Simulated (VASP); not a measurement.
Method: r2SCAN meta-GGA, VASP's PBE PAW potentials (set 64) (plane waves; VASP).

The input files of a VASP run:

**POSCAR**
```
NaH(110) slab
49.6010020
  0.0680552844   0.0000000000   0.0000000000
  0.0000000000   0.0962447087   0.0000000000
  0.0000000000   0.0000000000   0.4999999988
Na H
6 6
Cart
  0.0000000000   0.0000000000   0.1677662990
  0.0340276422   0.0481223544   0.1973377782
  0.0000000000   0.0000000000   0.2332111962
  0.0340276422   0.0481223544   0.2667888026
  0.0000000000   0.0000000000   0.3026622205
  0.0340276422   0.0481223544   0.3322336997
  0.0340276422   0.0000000000   0.1982650660
  0.0000000000   0.0481223544   0.1660460527
  0.0340276422   0.0000000000   0.2669276177
  0.0000000000   0.0481223544   0.2330723810
  0.0340276422   0.0000000000   0.3339539460
  0.0000000000   0.0481223544   0.3017349328
```

### KPOINTS
```
K-points
0
gamma
6 4 1
0 0 0
```

### INCAR
```
ALGO=Normal
DIPOL=0.5 0.5 0.5
EDIFF=1E-6
ENCUT=400
IDIPOL=3
ISMEAR=0
LASPH=T
LCHARG=F
LDIPOL=T
LMIXTAU=T
LORBIT=11
LREAL=F
LVHAR=T
LWAVE=F
METAGGA=R2SCAN
NELM=100
NELMIN=4
PREC=Normal
SIGMA=0.05
SYSTEM=NaH(110) slab
```

POTCAR, in this order: Na_pv H (PBE.64 set). Program: vasp_std. Read from the step before: WAVECAR.

The run wrote:

File OSZICAR:
```
       N       E                     dE             d eps       ncg     rms          rms(c)
DAV:   1    -0.445470304298E+02   -0.44547E+02   -0.77706E-06   696   0.231E-02    0.808E-04
DAV:   2    -0.445470281657E+02    0.22641E-05   -0.13162E-06   552   0.884E-03    0.578E-04
DAV:   3    -0.445470306689E+02   -0.25033E-05   -0.38925E-07   480   0.557E-03    0.351E-04
DAV:   4    -0.445470338668E+02   -0.31979E-05   -0.12955E-06   534   0.936E-03    0.157E-04
DAV:   5    -0.445470295883E+02    0.42785E-05   -0.14861E-06   544   0.844E-03    0.206E-04
DAV:   6    -0.445470318914E+02   -0.23031E-05   -0.77978E-07   520   0.666E-03    0.910E-05
DAV:   7    -0.445470293961E+02    0.24953E-05   -0.87732E-07   520   0.691E-03    0.932E-05
DAV:   8    -0.445470287589E+02    0.63714E-06   -0.36450E-07   480   0.480E-03
   1 F= -.44547029E+02 E0= -.44547029E+02  d E =-.456290E-18
```

### OUTCAR
```
------------------------ aborting loop because EDIFF is reached ----------------------------------------
  FORCE on cell =-STRESS in cart. coord.  units (eV):
  Direction    XX          YY          ZZ          XY          YZ          ZX
  --------------------------------------------------------------------------------------
  Total        1.1807480     -2.7795361     -0.9156383      0.0000000      0.0000000      0.0000000
  in kB        4.7335585    -11.1430182     -3.6707471      0.0000000      0.0000000      0.0000000
  external PRESSURE =      -3.3600689 kB  Pullay stress =       0.0000000 kB
  volume of cell :      399.65
      direct lattice vectors                 reciprocal lattice vectors
     3.375610296  0.000000000  0.000000000     0.296242727  0.000000000  0.000000000
     0.000000000  4.773833989  0.000000000     0.000000000  0.209475236  0.000000000
     0.000000000  0.000000000 24.800500938     0.000000000  0.000000000  0.040321766
 POSITION                                       TOTAL-FORCE (eV/Angst)
 -----------------------------------------------------------------------------------
      0.00000      0.00000      8.32138         0.000000      0.000000      0.017378
      1.68781      2.38692      9.78815         0.000000      0.000000      0.018864
      0.00000      0.00000     11.56751         0.000000      0.000000      0.013226
      1.68781      2.38692     13.23299         0.000000      0.000000     -0.013226
      0.00000      0.00000     15.01235         0.000000      0.000000     -0.018864
      1.68781      2.38692     16.47912         0.000000      0.000000     -0.017378
      1.68781      0.00000      9.83415         0.000000      0.000000      0.020013
      0.00000      2.38692      8.23605         0.000000      0.000000      0.017485
      1.68781      0.00000     13.23988         0.000000      0.000000      0.019059
      0.00000      2.38692     11.56062         0.000000      0.000000     -0.019059
      1.68781      0.00000     16.56445         0.000000      0.000000     -0.017485
      0.00000      2.38692     14.96636         0.000000      0.000000     -0.020013
 -----------------------------------------------------------------------------------
    total drift:                                0.000000      0.000000      0.000000
  FREE ENERGIE OF THE ION-ELECTRON SYSTEM (eV)
  ---------------------------------------------------
  free  energy   TOTEN  =       -44.5470287589 eV

  energy  without entropy=      -44.5470287589  energy(sigma->0) =      -44.54702876

 total charge

# of ion       s       p       d       tot
------------------------------------------
    1        0.055   5.984   0.000   6.038
    2        0.057   5.992   0.000   6.049
    3        0.054   5.989   0.000   6.043
    4        0.054   5.989   0.000   6.043
    5        0.057   5.992   0.000   6.049
    6        0.055   5.984   0.000   6.038
    7        0.535   0.001   0.000   0.535
    8        0.513   0.000   0.000   0.514
    9        0.526   0.000   0.000   0.526
   10        0.526   0.000   0.000   0.526
   11        0.513   0.000   0.000   0.514
   12        0.535   0.001   0.000   0.535
--------------------------------------------------
tot          3.478  35.933   0.000  39.411
```
(Selected blocks of OUTCAR.)

The cell is a thin slab with vacuum, built from NaH (rock salt): (110) face.
